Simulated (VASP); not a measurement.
Cost and result of VASP (PAW) for the lattice constant a of BaTe (rock salt). Static lattice. The cost counts the five points of the equation of state, each on the mesh and cut-off of its row, so the ratios hold those differences too. With PBE it took about 4 core-minutes. Times come from single runs on busy shared machines, so they are rough: good to a factor of about 2.

Unless said otherwise, spin-orbit coupling is left out, though it shifts the bands of the heavy elements here.

```
level   k-mesh  cut-off (eV)  lattice constant a (Å)         cost over PBE
------  ------  ------------  ----------------------  --------------------
LDA      7×7×7           520                   6.896  within a factor of 2
PBEsol   7×7×7           520                   6.969  within a factor of 2
PBE      7×7×7           520                   7.089             reference
r2SCAN   7×7×7           520                   7.087         about 6 times
SCAN     7×7×7           520                     [?]         about 6 times
```

What belongs in the gaps?

- SCAN, lattice constant a (Å): 7.079

Left out are levels that failed, ran on another kind of processor or have no fit band path; at most nine are shown.

The compound is BaTe in the rock salt structure.
